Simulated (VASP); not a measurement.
```yaml
crystal:
  lattice:
    - [1.24896, -2.16326, 0.00000]
    - [1.24896, 2.16326, 0.00000]
    - [0.00000, 0.00000, 4.02712]
  atoms:
    - { symbol: Co, position: [0.33333, 0.66667, 0.25000], spin: 1.6 }
    - { symbol: Co, position: [0.66667, 0.33333, 0.75000], spin: 1.6 }
```

Level of theory: rev-vdW-DF2, VASP's PBE PAW potentials (set 64) (plane waves; VASP). Numerical set-up: 520 eV cut-off, 17×17×9 Γ-centred mesh, first-order Methfessel-Paxton smearing of 0.10 eV, potentials Co.

**Question.** Give the stress tensor in GPa (positive for a compressed cell).

**Answer.** 
```
-6.44   0.00   0.00
 0.00  -6.44   0.00
 0.00   0.00  -6.60
```
The pressure is its mean diagonal, -6.49 GPa.

The compound is Co in the hcp structure. This cell is one point of a volume scan, at 1.03 of the reference volume.
